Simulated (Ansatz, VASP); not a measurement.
## SiC: VASP beside Ansatz

One calculation is typed for both programs; each brings its own data sets. How far apart do they land? The cell is taken from a series of runs on this material, whose earlier steps may have relaxed, scaled, displaced or heated it; both programs get it as it stands.

Main program and level: Ansatz 0.2.0; plane waves, with VASP 6.6.1 beside it; zone-centre phonons at PBE.

## (1) Starting point

The structure is hexagonal, space group P6_3mc (No. 186). The conventional cell has a = 3.031 Å, b = 3.031 Å, c = 9.920 Å, α = 90.00°, β = 90.00°, γ = 120.00°. C has 4 Si at 1.85 to 1.86 Å nearest. Nearest to C lie 4 Si at 1.86 Å. Nearest to Si lie 4 C at 1.86 Å. Si has 4 C at 1.85 to 1.86 Å nearest. Farther neighbours are not listed.

Structure file:

```cif
data_structure
_symmetry_space_group_name_H-M 'P 1'
_symmetry_Int_Tables_number 1
_cell_length_a 3.0313
_cell_length_b 3.0313
_cell_length_c 9.9202
_cell_angle_alpha 90.000
_cell_angle_beta 90.000
_cell_angle_gamma 120.000
_cell_volume 78.94
loop_
_atom_site_label
_atom_site_type_symbol
_atom_site_fract_x
_atom_site_fract_y
_atom_site_fract_z
_atom_site_occupancy
C1 C 0.66667 0.33333 0.74982 1
C2 C 0.33333 0.66667 0.24982 1
C3 C 0.00000 0.00000 0.50044 1
C4 C 0.00000 0.00000 0.00044 1
Si5 Si 0.66667 0.33333 0.93780 1
Si6 Si 0.33333 0.66667 0.43780 1
Si7 Si 0.00000 0.00000 0.68794 1
Si8 Si 0.00000 0.00000 0.18794 1
```

## (2) VASP: zone-centre phonons, PBE

Second derivatives magnify differences that forces hide, and they need a tight electronic threshold.

Lines of VASP's logs that name or quote its potential files are left out, and so is its time.

File INCAR:

```
SYSTEM = SiC
PREC = Accurate
ENCUT = 600
EDIFF = 1E-08
NELM = 120
ISMEAR = 0
SIGMA = 0.01
LREAL = .FALSE.
ALGO = Normal
GGA = PE
NBANDS = 24
LORBIT = 11
LWAVE = .FALSE.
LCHARG = .FALSE.
ISIF = 2
IBRION = 8
LEPSILON = .TRUE.
LASPH = .TRUE.
GGA_COMPAT = .FALSE.
EFERMI = MIDGAP
KPAR = 2
```

File POSCAR:

```
SiC
1.0
    3.0312975786      0.0000000000      0.0000000000
   -1.5156487893      2.6251807095      0.0000000000
    0.0000000000      0.0000000000      9.9201584141
C Si
4 4
Direct
    0.6666666667      0.3333333333      0.7498214421
    0.3333333333      0.6666666667      0.2498214421
    0.0000000000      0.0000000000      0.5004357028
    0.0000000000      0.0000000000      0.0004357028
    0.6666666667      0.3333333333      0.9378044784
    0.3333333333      0.6666666667      0.4378044784
    0.0000000000      0.0000000000      0.6879373766
    0.0000000000      0.0000000000      0.1879373766
```

File KPOINTS:

```
Automatic mesh
0
Gamma
9 9 4
0 0 0
```

The projector-augmented-wave data sets are C and Si (PBE family, release 64).

On the command line:

```console
> mpirun -np 2 vasp_std
```

Numbers of over 12 decimals in the logs are rounded to 6 here.

The program printed:

```text
[banner, memory and clock lines left out]
running    2 mpi-ranks, on    1 nodes
 distrk:  each k-point on    1 cores,    2 groups
 distr:  one band on    1 cores,    1 groups

 POSCAR found type information on POSCAR C Si
 POSCAR found :  2 types and       8 ions
 LDA part: xc-table for (Slater+PW92), standard interpolation
 POSCAR, INCAR and KPOINTS ok, starting setup
 FFT: planning ... GRIDC
 FFT: planning ... GRID_SOFT
 FFT: planning ... GRID
 WAVECAR not read
 entering main loop
       N       E                     dE             d eps       ncg     rms          rms(c)
DAV:   1     0.868632522475E+02    0.86863E+02   -0.16144E+04  1728   0.136E+03
DAV:   2    -0.606022461139E+02   -0.14747E+03   -0.13638E+03  2336   0.212E+02
DAV:   3    -0.678997838211E+02   -0.72975E+01   -0.72466E+01  2304   0.454E+01
DAV:   4    -0.679941317084E+02   -0.94348E-01   -0.94241E-01  2240   0.603E+00
DAV:   5    -0.679958903581E+02   -0.17586E-02   -0.17582E-02  2280   0.780E-01    0.186E+01
DAV:   6    -0.603045201717E+02    0.76914E+01   -0.21815E+01  2208   0.214E+01    0.843E+00
DAV:   7    -0.600662154460E+02    0.23830E+00   -0.22755E+00  2376   0.709E+00    0.352E+00
DAV:   8    -0.600344745613E+02    0.31741E-01   -0.12801E-01  2096   0.180E+00    0.981E-01
DAV:   9    -0.600319559033E+02    0.25187E-02   -0.16564E-02  2256   0.732E-01    0.160E-01
DAV:  10    -0.600324019991E+02   -0.44610E-03   -0.12766E-03  2208   0.190E-01    0.763E-02
DAV:  11    -0.600324683605E+02   -0.66361E-04   -0.16149E-04  2232   0.845E-02    0.151E-02
DAV:  12    -0.600324701656E+02   -0.18051E-05   -0.80112E-06  2208   0.153E-02    0.521E-03
DAV:  13    -0.600324708930E+02   -0.72742E-06   -0.44464E-07  2256   0.399E-03    0.223E-03
DAV:  14    -0.600324710595E+02   -0.16645E-06   -0.22090E-08  1784   0.987E-04    0.110E-03
DAV:  15    -0.600324710837E+02   -0.24200E-07   -0.21223E-08  1712   0.876E-04    0.386E-04
DAV:  16    -0.600324710815E+02    0.22051E-08   -0.37228E-09  1496   0.388E-04
   1 F= -.60032471E+02 E0= -.60032471E+02  d E =0.000000E+00
 Linear response reoptimize wavefunctions to high precision
DAV:   1    -0.600324710745E+02    0.69676E-08   -0.62805E-10  1520   0.167E-04
DAV:   2    -0.600324710745E+02   -0.14552E-10   -0.56563E-11  1344   0.479E-05
 Linear response G [H, r] |phi>, progress :
  Direction:   1
       N       E                     dE             d eps       ncg     rms
RMM:   1    -0.149256055527E+03   -0.14926E+03    0.54299E+01  4453   0.754E+01
RMM:   2    -0.103209003223E+03    0.46047E+02   -0.15038E+01  2970   0.219E+01
RMM:   3    -0.103350450905E+03   -0.14145E+00   -0.28325E-01  3137   0.282E+00
RMM:   4    -0.103352538717E+03   -0.20878E-02   -0.10479E-02  3300   0.482E-01
RMM:   5    -0.103352543355E+03   -0.46376E-05   -0.10733E-03  3261   0.101E-01
RMM:   6    -0.103352526507E+03    0.16847E-04   -0.31872E-04  3371   0.284E-02
RMM:   7    -0.103352522374E+03    0.41336E-05   -0.24544E-04  3300   0.119E-02
RMM:   8    -0.103352525111E+03   -0.27377E-05   -0.28431E-04  3382   0.818E-03
RMM:   9    -0.103352525276E+03   -0.16475E-06   -0.48476E-04  3250   0.719E-03
RMM:  10    -0.103352527050E+03   -0.17740E-05   -0.16972E-04  2770   0.688E-03
RMM:  11    -0.103352527443E+03   -0.39333E-06   -0.17546E-04  2561   0.677E-03
RMM:  12    -0.103352525315E+03    0.21285E-05   -0.32335E-04  2500   0.676E-03
 Linear response G [H, r] |phi>, progress :
  Direction:   2
       N       E                     dE             d eps       ncg     rms
RMM:   1    -0.171210212033E+03   -0.17121E+03   -0.27921E+02  4326   0.719E+01
RMM:   2    -0.130041283520E+03    0.41169E+02   -0.11670E+01  2952   0.199E+01
RMM:   3    -0.130166686541E+03   -0.12540E+00   -0.18339E-01  3084   0.239E+00
RMM:   4    -0.130169220865E+03   -0.25343E-02   -0.27404E-03  3269   0.378E-01
RMM:   5    -0.130169507588E+03   -0.28672E-03   -0.19625E-04  3254   0.716E-02
RMM:   6    -0.130169533509E+03   -0.25921E-04   -0.22705E-04  3332   0.190E-02
RMM:   7    -0.130169539001E+03   -0.54922E-05   -0.25102E-04  3303   0.879E-03
RMM:   8    -0.130169538579E+03    0.42242E-06   -0.27646E-04  3316   0.684E-03
RMM:   9    -0.130169539827E+03   -0.12481E-05   -0.46670E-04  3160   0.644E-03
RMM:  10    -0.130169541011E+03   -0.11843E-05   -0.54980E-04  2646   0.633E-03
RMM:  11    -0.130169540680E+03    0.33152E-06   -0.46714E-04  2454   0.628E-03
 Linear response G [H, r] |phi>, progress :
  Direction:   3
       N       E                     dE             d eps       ncg     rms
RMM:   1    -0.185044244995E+03   -0.18504E+03   -0.23612E+02  4468   0.757E+01
RMM:   2    -0.116580503842E+03    0.68464E+02   -0.17645E+01  2944   0.223E+01
RMM:   3    -0.116594735395E+03   -0.14232E-01   -0.37558E-01  3070   0.276E+00
RMM:   4    -0.116586562554E+03    0.81728E-02   -0.73116E-03  3245   0.442E-01
RMM:   5    -0.116586338731E+03    0.22382E-03    0.29429E-03  3242   0.868E-02
RMM:   6    -0.116586545448E+03   -0.20672E-03    0.13129E-03  3302   0.218E-02
[...]
RMM:   1    -0.129852935976E+00   -0.12985E+00    0.67079E-02 16681   0.171E+00
RMM:   2    -0.126041897798E+00    0.38110E-02   -0.45876E-03 12696   0.365E-01    0.214E-01
RMM:   3    -0.126112192172E+00   -0.70294E-04   -0.13425E-03 12307   0.173E-01    0.108E-01
[...]
RMM:   2    -0.148315553857E-01    0.33311E-02   -0.10959E-03 12893   0.211E-01    0.133E-01
RMM:   3    -0.147369834643E-01    0.94572E-04    0.20914E-04 13490   0.570E-02    0.773E-02
RMM:   4    -0.148088454583E-01   -0.71862E-04    0.22310E-04 12805   0.576E-02    0.913E-03
RMM:   5    -0.148098321190E-01   -0.98666E-06   -0.33158E-05 13729   0.123E-02    0.261E-03
RMM:   6    -0.148058344645E-01    0.39977E-05    0.33830E-06 13935   0.274E-03    0.107E-03
RMM:   7    -0.148043462220E-01    0.14882E-05    0.14300E-06 14278   0.548E-04    0.138E-04
RMM:   8    -0.148041350275E-01    0.21119E-06    0.54593E-07 14393   0.175E-04    0.343E-05
RMM:   9    -0.148042370160E-01   -0.10199E-06    0.55148E-07 14445   0.862E-05    0.798E-06
RMM:  10    -0.148042379384E-01   -0.92239E-09    0.23890E-07 14994   0.550E-05    0.298E-06
RMM:  11    -0.148042255201E-01    0.12418E-07    0.25246E-07 14438   0.485E-05    0.575E-07
RMM:  12    -0.148042235835E-01    0.19366E-08    0.31495E-07 12329   0.455E-05    0.214E-07
RMM:  13    -0.148042224488E-01    0.11347E-08    0.34860E-07  9724   0.449E-05    0.739E-08
 first order change of Fermi-energy  -0.41830E+00
 force on displaced ion       5 direction 1 : -22.056  -0.001   0.000
 Born effective charge ion    5 direction 1 :   2.700   0.000  -0.000
 Linear response progress:
  Degree of freedom:   6/  8
       N       E                     dE             d eps       ncg     rms          rms(c)
RMM:   1    -0.462170631160E-01   -0.46217E-01    0.51196E-02  5718   0.126E+00
RMM:   2    -0.365739919959E-01    0.96431E-02   -0.46793E-03  3437   0.389E-01    0.159E-01
RMM:   3    -0.358473340725E-01    0.72666E-03   -0.70460E-04  3699   0.115E-01    0.914E-02
RMM:   4    -0.355609715330E-01    0.28636E-03    0.76267E-06  3812   0.880E-02    0.295E-02
RMM:   5    -0.355919331382E-01   -0.30962E-04    0.10498E-04  3767   0.299E-02    0.690E-03
RMM:   6    -0.356211374565E-01   -0.29204E-04    0.10415E-05  3689   0.945E-03    0.301E-03
RMM:   7    -0.356257715851E-01   -0.46341E-05   -0.80562E-06  3726   0.307E-03    0.115E-03
RMM:   8    -0.356279540901E-01   -0.21825E-05   -0.29421E-06  3747   0.129E-03    0.306E-04
RMM:   9    -0.356283175994E-01   -0.36351E-06   -0.63274E-06  3844   0.282E-04    0.129E-04
RMM:  10    -0.356284556794E-01   -0.13808E-06   -0.83937E-06  3784   0.197E-04    0.252E-05
RMM:  11    -0.356281462998E-01    0.30938E-06   -0.41791E-06  3881   0.874E-05    0.826E-06
RMM:  12    -0.356281506692E-01   -0.43694E-08   -0.52468E-06  3888   0.589E-05    0.408E-06
RMM:  13    -0.356281004913E-01    0.50178E-07   -0.45486E-06  3938   0.530E-05    0.997E-07
RMM:  14    -0.356280872332E-01    0.13258E-07   -0.43458E-06  3561   0.488E-05    0.342E-07
RMM:  15    -0.356280833684E-01    0.38648E-08   -0.43132E-06  3019   0.481E-05    0.112E-07
RMM:  16    -0.356280851715E-01   -0.18031E-08   -0.42885E-06  2629   0.479E-05    0.341E-08
 first order change of Fermi-energy  -0.37537E+00
 force on displaced ion       5 direction 3 :  -0.000  -0.000 -33.346
 Born effective charge ion    5 direction 3 :   0.000  -0.000   2.659
 Linear response progress:
  Degree of freedom:   7/  8
       N       E                     dE             d eps       ncg     rms          rms(c)
RMM:   1    -0.182879599150E-01   -0.18288E-01   -0.34710E-03 19166   0.801E-01
RMM:   2    -0.149515502649E-01    0.33364E-02   -0.17754E-03 12940   0.212E-01    0.133E-01
RMM:   3    -0.148618541200E-01    0.89696E-04   -0.44304E-04 13542   0.573E-02    0.772E-02
RMM:   4    -0.149357612669E-01   -0.73907E-04   -0.44046E-04 12865   0.574E-02    0.906E-03
RMM:   5    -0.148669944269E-01    0.68767E-04    0.12450E-05 13772   0.123E-02    0.262E-03
RMM:   6    -0.148682727030E-01   -0.12783E-05   -0.30743E-06 13988   0.272E-03    0.106E-03
RMM:   7    -0.148666348059E-01    0.16379E-05   -0.82024E-07 14281   0.528E-04    0.144E-04
RMM:   8    -0.148661664942E-01    0.46831E-06    0.85349E-07 14414   0.174E-04    0.343E-05
RMM:   9    -0.148663219766E-01   -0.15548E-06    0.38125E-07 14440   0.840E-05    0.746E-06
RMM:  10    -0.148663119311E-01    0.10046E-07    0.32008E-07 14984   0.532E-05    0.300E-06
RMM:  11    -0.148663065748E-01    0.53563E-08    0.31688E-07 14425   0.467E-05    0.588E-07
RMM:  12    -0.148663014360E-01    0.51388E-08    0.29436E-07 12517   0.437E-05    0.233E-07
RMM:  13    -0.148663029431E-01   -0.15071E-08    0.27849E-07  9613   0.430E-05    0.700E-08
 first order change of Fermi-energy   0.43671E+00
 force on displaced ion       7 direction 1 : -22.293  -0.001   0.000
 Born effective charge ion    7 direction 1 :   2.709  -0.000   0.000
 Linear response progress:
  Degree of freedom:   8/  8
       N       E                     dE             d eps       ncg     rms          rms(c)
RMM:   1    -0.482490022834E-01   -0.48249E-01    0.32342E-02  5751   0.127E+00
RMM:   2    -0.366741118967E-01    0.11575E-01   -0.63329E-03  3449   0.395E-01    0.160E-01
RMM:   3    -0.358500215328E-01    0.82409E-03   -0.16743E-03  3707   0.118E-01    0.918E-02
RMM:   4    -0.355450738895E-01    0.30495E-03   -0.95000E-04  3814   0.897E-02    0.303E-02
RMM:   5    -0.355244418899E-01    0.20632E-04   -0.32393E-04  3777   0.312E-02    0.734E-03
RMM:   6    -0.355228847740E-01    0.15571E-05   -0.90730E-05  3686   0.999E-03    0.316E-03
RMM:   7    -0.355208268264E-01    0.20579E-05   -0.41644E-05  3747   0.334E-03    0.123E-03
RMM:   8    -0.355234856267E-01   -0.26588E-05   -0.37792E-05  3740   0.134E-03    0.360E-04
RMM:   9    -0.355234780627E-01    0.75640E-08   -0.37009E-05  3837   0.318E-04    0.127E-04
RMM:  10    -0.355237603483E-01   -0.28229E-06   -0.39724E-05  3804   0.196E-04    0.262E-05
RMM:  11    -0.355224716685E-01    0.12887E-05   -0.25213E-05  3879   0.930E-05    0.845E-06
RMM:  12    -0.355223867736E-01    0.84895E-07   -0.25911E-05  3898   0.626E-05    0.393E-06
RMM:  13    -0.355224280907E-01   -0.41317E-07   -0.26049E-05  3897   0.572E-05    0.128E-06
RMM:  14    -0.355224475429E-01   -0.19452E-07   -0.26230E-05  3711   0.532E-05    0.352E-07
RMM:  15    -0.355224348702E-01    0.12673E-07   -0.25932E-05  2867   0.522E-05    0.119E-07
RMM:  16    -0.355224409497E-01   -0.60795E-08   -0.26008E-05  2589   0.520E-05    0.386E-08
 first order change of Fermi-energy  -0.11182E+00
 force on displaced ion       7 direction 3 :  -0.000   0.000 -33.419
 Born effective charge ion    7 direction 3 :   0.000  -0.000   2.956
 Born effective charges drift removed
 Linear response finished
```

(Continued in part 2 of 3.)

[Lines on the potential files, build, host, timing and source positions are cut from VASP's logs without a mark.]

[Logs are printed without paths, hosts, clocks, repeated set-up lines and the standing remarks that a program may print on its own settings, such as how far it seeks lower states.]

[Hosts, paths, dates, database ids (printed as entryN), source tags and the programs' standing remarks are cut or masked in the printed files.]
